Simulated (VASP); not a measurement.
OSZICAR of a VASP run on PtS$_{2}$ (1T layered):

File OSZICAR:
```
       N       E                     dE             d eps       ncg     rms          rms(c)
DAV:   1     0.129399888515E+03    0.12940E+03   -0.10486E+04   856   0.130E+03
DAV:   2    -0.394904647573E+01   -0.13335E+03   -0.13059E+03  1071   0.245E+02
DAV:   3    -0.987854736038E+01   -0.59295E+01   -0.58903E+01  1022   0.578E+01
DAV:   4    -0.995741233525E+01   -0.78865E-01   -0.78799E-01  1106   0.720E+00
DAV:   5    -0.995897423454E+01   -0.15619E-02   -0.15619E-02  1071   0.983E-01    0.160E+01
DAV:   6    -0.864376239677E+01    0.13152E+01   -0.98856E+00   840   0.327E+01    0.119E+01
DAV:   7    -0.828697260830E+01    0.35679E+00   -0.18857E+00   854   0.151E+01    0.538E+00
DAV:   8    -0.829478287144E+01   -0.78103E-02   -0.14916E-01   973   0.293E+00    0.178E+00
DAV:   9    -0.828966495972E+01    0.51179E-02   -0.24134E-02  1029   0.185E+00    0.325E-01
DAV:  10    -0.829005366952E+01   -0.38871E-03   -0.25186E-03  1078   0.403E-01    0.739E-02
DAV:  11    -0.829009914316E+01   -0.45474E-04   -0.12263E-04  1064   0.125E-01    0.342E-02
DAV:  12    -0.829009473129E+01    0.44119E-05   -0.10568E-05  1050   0.330E-02    0.149E-02
DAV:  13    -0.829009445072E+01    0.28057E-06   -0.25803E-06  1118   0.137E-02    0.649E-03
DAV:  14    -0.829009492416E+01   -0.47344E-06   -0.23421E-07   745   0.493E-03    0.174E-03
DAV:  15    -0.829009508631E+01   -0.16215E-06   -0.21148E-08   525   0.146E-03    0.354E-04
DAV:  16    -0.829009508662E+01   -0.31173E-09   -0.58676E-09   511   0.716E-04
   1 F= -.82900951E+01 E0= -.82900951E+01  d E =-.829010E+01
       N       E                     dE             d eps       ncg     rms          rms(c)
DAV:   1    -0.832465402392E+01   -0.34559E-01   -0.36435E+00   840   0.118E+01    0.119E+00
DAV:   2    -0.832989670154E+01   -0.52427E-02   -0.15833E-01  1008   0.310E+00    0.522E-01
DAV:   3    -0.832788213051E+01    0.20146E-02   -0.60477E-03  1299   0.656E-01    0.307E-01
DAV:   4    -0.832756910439E+01    0.31303E-03   -0.30048E-03   952   0.378E-01    0.915E-02
DAV:   5    -0.832758457182E+01   -0.15467E-04   -0.46700E-04   966   0.171E-01    0.763E-02
DAV:   6    -0.832758876917E+01   -0.41974E-05   -0.58113E-05  1059   0.662E-02    0.282E-02
DAV:   7    -0.832759019822E+01   -0.14290E-05   -0.27800E-06  1176   0.159E-02    0.834E-03
DAV:   8    -0.832759048065E+01   -0.28243E-06   -0.47500E-07   994   0.719E-03    0.207E-03
DAV:   9    -0.832759051354E+01   -0.32895E-07   -0.40506E-08   546   0.212E-03
   2 F= -.83275905E+01 E0= -.83275905E+01  d E =-.374954E-01
       N       E                     dE             d eps       ncg     rms          rms(c)
DAV:   1    -0.833561210730E+01   -0.80216E-02   -0.62995E+00   840   0.155E+01    0.147E+00
DAV:   2    -0.834552264363E+01   -0.99105E-02   -0.27539E-01  1001   0.406E+00    0.650E-01
DAV:   3    -0.834220714981E+01    0.33155E-02   -0.10058E-02  1246   0.849E-01    0.393E-01
DAV:   4    -0.834171730627E+01    0.48984E-03   -0.47979E-03   952   0.482E-01    0.120E-01
DAV:   5    -0.834175258382E+01   -0.35278E-04   -0.74750E-04   938   0.227E-01    0.101E-01
DAV:   6    -0.834176234115E+01   -0.97573E-05   -0.10697E-04  1074   0.929E-02    0.369E-02
DAV:   7    -0.834176520503E+01   -0.28639E-05   -0.61525E-06  1086   0.241E-02    0.103E-02
DAV:   8    -0.834176536235E+01   -0.15732E-06   -0.10418E-06  1022   0.111E-02    0.483E-03
DAV:   9    -0.834176552372E+01   -0.16137E-06   -0.17487E-07   701   0.462E-03    0.139E-03
DAV:  10    -0.834176557536E+01   -0.51637E-07   -0.35912E-08   490   0.170E-03
   3 F= -.83417656E+01 E0= -.83417656E+01  d E =-.516705E-01
       N       E                     dE             d eps       ncg     rms          rms(c)
DAV:   1    -0.834194193822E+01   -0.17641E-03   -0.98067E-02   840   0.195E+00    0.206E-01
DAV:   2    -0.834213264836E+01   -0.19071E-03   -0.42414E-03  1008   0.501E-01    0.840E-02
DAV:   3    -0.834208631155E+01    0.46337E-04   -0.12720E-04  1292   0.968E-02    0.463E-02
DAV:   4    -0.834207922665E+01    0.70849E-05   -0.97809E-05   952   0.683E-02    0.159E-02
DAV:   5    -0.834207981132E+01   -0.58467E-06   -0.15998E-05   910   0.305E-02    0.104E-02
DAV:   6    -0.834208075691E+01   -0.94560E-06   -0.19358E-06  1058   0.120E-02    0.405E-03
DAV:   7    -0.834208087872E+01   -0.12181E-06   -0.89549E-08   581   0.322E-03    0.157E-03
DAV:   8    -0.834208089200E+01   -0.13282E-07   -0.33564E-08   441   0.201E-03
   4 F= -.83420809E+01 E0= -.83420809E+01  d E =-.519858E-01
       N       E                     dE             d eps       ncg     rms          rms(c)
DAV:   1    -0.835390576656E+01   -0.11825E-01   -0.53192E-01   875   0.530E+00    0.615E-01
DAV:   2    -0.834704220765E+01    0.68636E-02   -0.24456E-02   931   0.139E+00    0.328E-01
DAV:   3    -0.834577284008E+01    0.12694E-02   -0.41423E-03  1008   0.605E-01    0.146E-01
DAV:   4    -0.834541434790E+01    0.35849E-03   -0.13709E-03   917   0.280E-01    0.786E-02
DAV:   5    -0.834540214724E+01    0.12201E-04   -0.16185E-04  1078   0.106E-01    0.268E-02
DAV:   6    -0.834540517297E+01   -0.30257E-05   -0.20941E-05  1103   0.370E-02    0.144E-02
DAV:   7    -0.834540623359E+01   -0.10606E-05   -0.27818E-06  1025   0.177E-02    0.549E-03
DAV:   8    -0.834540661255E+01   -0.37896E-06   -0.56817E-07  1043   0.780E-03    0.174E-03
DAV:   9    -0.834540663112E+01   -0.18573E-07   -0.18918E-08   476   0.130E-03
   5 F= -.83454066E+01 E0= -.83454066E+01  d E =-.332574E-02
       N       E                     dE             d eps       ncg     rms          rms(c)
DAV:   1    -0.834969476982E+01   -0.42882E-02   -0.22849E-01   875   0.347E+00    0.406E-01
DAV:   2    -0.834673325571E+01    0.29615E-02   -0.10527E-02   931   0.910E-01    0.215E-01
DAV:   3    -0.834618538726E+01    0.54787E-03   -0.17826E-03  1001   0.396E-01    0.955E-02
DAV:   4    -0.834602983740E+01    0.15555E-03   -0.59596E-04   917   0.184E-01    0.516E-02
DAV:   5    -0.834602452469E+01    0.53127E-05   -0.69096E-05  1092   0.695E-02    0.177E-02
DAV:   6    -0.834602580321E+01   -0.12785E-05   -0.91657E-06  1082   0.244E-02    0.938E-03
DAV:   7    -0.834602620954E+01   -0.40633E-06   -0.11821E-06  1017   0.115E-02    0.361E-03
DAV:   8    -0.834602638639E+01   -0.17685E-06   -0.23499E-07   835   0.511E-03    0.106E-03
DAV:   9    -0.834602639841E+01   -0.12021E-07   -0.18162E-08   462   0.134E-03
   6 F= -.83460264E+01 E0= -.83460264E+01  d E =-.394551E-02
```

Problem. Which electronic solver shows in the log?

Solution. It is blocked Davidson (ALGO = Normal, or the opening steps of other solvers). The INCAR had ALGO = Normal.

Problem. Can the final energy be trusted as converged?

Solution. Self-consistency was reached. It stopped with EDIFF = 1E-7, NELM = 100, NSW = 30 and EDIFFG = -0.01 after 6 ionic steps (vdW-DF2, plane waves, VASP's PBE PAW potentials (set 64)).

The compound is PtS2 in the 1T layered structure. This cell is one point of a volume scan, at 0.94 of the reference volume. Symmetry was kept, so distortions that lower it aren't found.
